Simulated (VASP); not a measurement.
WC:

```xyz
2
Lattice="2.9065 0.0000 0.0000 -1.4532 2.5171 0.0000 0.0000 0.0000 2.8366" Properties=species:S:1:pos:R:3 pbc="T T T"
W     0.0000    0.0000    0.0000
C     1.4533    0.8390    1.4183
```

* Program: VASP 6.6.1
* Task: relaxation of cell and atoms
* Functional: PBE
* Potentials or basis: VASP PAW PBE potentials, release 64 (W_sv, C)
* Cutoff: 520 eV
* k mesh: 12 × 12 × 10
* Occupations: gaussian, width 0.1 eV
* Spin: no spin polarisation

At the start: pressure 6.8 GPa; volume 10.38 Å³/atom.

Task: Where does the relaxation end?

Result: Over 6 steps the energy falls by 3.7 meV/atom and the volume is 10.55 Å³/atom (+1.7 %); space group P-6m2 (No. 187, to 0.05 Å).

Step by step:
| step | energy change (eV) | largest force (eV/Å) | pressure (GPa) | volume (Å³) |
| --- | --- | --- | --- | --- |
| 1 | 0.0000 | 0.0000 | 6.81 | 20.75 |
| 2 | 0.0454 | 0.0000 | -16.24 | 22.11 |
| 3 | -0.0074 | 0.0000 | -0.11 | 21.11 |
| 4 | -0.0074 | 0.0000 | 0.03 | 21.11 |
| 5 | -0.0074 | 0.0000 | 0.02 | 21.11 |
| 6 | -0.0075 | 0.0000 | 0.02 | 21.11 |

Final structure:
```
CELL_PARAMETERS angstrom
2.92424 0.00000 0.00000
-1.46212 2.53247 0.00000
0.00000 0.00000 2.85038
ATOMIC_POSITIONS crystal
W 0.00000 0.00000 0.00000
C 0.66667 0.33333 0.50000
```
